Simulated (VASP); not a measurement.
W:

```
W
1.0
    -1.58234    1.58234    1.58234
     1.58234   -1.58234    1.58234
     1.58234    1.58234   -1.58234
W
1
Cartesian
  0.0000 0.0000 0.0000
```

| Item | Value |
| --- | --- |
| Program | VASP 6.6.1 |
| Task | relaxation of cell and atoms |
| Functional | PBE |
| Potentials or basis | VASP PAW PBE potentials, release 64 (W_sv) |
| Cutoff | 520 eV |
| k mesh | 26 × 26 × 26 |
| Occupations | gaussian, width 0.1 eV |
| Spin | no spin polarisation |

At the start: pressure 6.2 GPa; volume 15.85 Å³/atom.

**Question.** How do energy, volume and symmetry change on relaxing?

**Answer.** Over 4 steps the energy falls by 5.9 meV/atom and the volume is 16.16 Å³/atom (+2.0 %); space group Im-3m (No. 229, to 0.05 Å).

The path:
```tsv
step	energy change (eV)	largest force (eV/Å)	pressure (GPa)	volume (Å³)
1	0.0000	0.0000	6.17	15.85
2	0.0608	0.0000	-17.84	17.29
3	-0.0059	0.0000	-0.17	16.17
4	-0.0059	0.0000	-0.01	16.16
```

Final structure:
```
CELL_PARAMETERS angstrom
-1.59267 1.59267 1.59267
1.59267 -1.59267 1.59267
1.59267 1.59267 -1.59267
ATOMIC_POSITIONS crystal
W 0.00000 0.00000 0.00000
```
